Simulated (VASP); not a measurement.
Consider the following.

```
CELL_PARAMETERS angstrom
      1.81348     1.04701     5.49797
     -1.81348     1.04701     5.49797
      0.00000    -2.09403     5.49797
ATOMIC_POSITIONS crystal
  Mn 0.00000 0.00000 0.00000
  Se 0.25200 0.25200 0.25200
  Se 0.74800 0.74800 0.74800
```
Starting moments (μB, in the order of the record's atoms Mn Se Se): 4.0 0.0 0.0.

All values below come from PBE GGA, VASP's PBE PAW potentials (set 64) (plane waves; VASP). Numerical set-up: 300 eV cut-off, 4×4×4 Γ-centred mesh, Fermi-Dirac smearing of 0.14 eV, potentials Mn_pv Se.

At this cut-off the stress carries a Pulay error, which pulls relaxed volumes low. The moments were started parallel, and other spin orders were not tried in this run.

### Question
The ions, cell shape and volume are relaxed. Predict the relaxed structure.

### Answer

```
CELL_PARAMETERS angstrom
      1.75505     1.01328     5.91081
     -1.75505     1.01328     5.91081
      0.00000    -2.02656     5.91081
ATOMIC_POSITIONS crystal
  Mn 0.00000 0.00000 0.00000
  Se 0.25298 0.25298 0.25298
  Se 0.74702 0.74702 0.74702
```
Space group R-3m (166), at a tolerance of 0.03 Å. The cell ends with 2.92 μB, on the sites 2.99 -0.08 -0.08 μB.

### Question
How do energy and volume change from the first to the last step?

### Answer
The energy (σ→0) changes by -19.1 meV/atom and the volume by +0.7 %, in 15 ionic steps.

| step | E(σ→0) (eV) | max force (eV/Å) | pressure (GPa) | volume (Å³) |
|---|---|---|---|---|
| 1 | -17.2820 | 0.141 | 0.82 | 62.64 |
| 2 | -17.3118 | 0.065 | -0.52 | 63.60 |
| 3 | -17.3195 | 0.274 | -1.94 | 64.54 |
| 4 | -17.3321 | 0.234 | -1.41 | 63.81 |
| 5 | -17.3358 | 0.201 | -0.89 | 63.10 |
| 6 | -17.3356 | 0.193 | -0.72 | 62.93 |
| 7 | -17.3385 | 0.068 | 0.09 | 62.44 |
| 8 | -17.3385 | 0.057 | 0.16 | 62.40 |
| 9 | -17.3385 | 0.054 | 0.11 | 62.39 |
| 10 | -17.3385 | 0.049 | 0.22 | 62.37 |
| 11 | -17.3388 | 0.041 | 0.18 | 62.50 |
| 12 | -17.3395 | 0.019 | 0.05 | 62.88 |
| 13 | -17.3396 | 0.009 | -0.02 | 63.06 |
| 14 | -17.3396 | 0.005 | -0.01 | 63.06 |
| 15 | -17.3393 | 0.004 | 0.03 | 63.07 |

The structure was generated: MnSe2 was put into an ordered model structure, which need not be its known phase. This run relaxes it. Symmetry was kept, so distortions that lower it aren't found. The k-mesh is coarse (spacing up to 0.52 per Å, 2π included), so the numbers may not be converged in it. The run is one of a series of settings (EDIFFG = -0.01, IBRION = 2, ISIF = 3, NSW = 50 against the base run), some of them coarse on purpose.
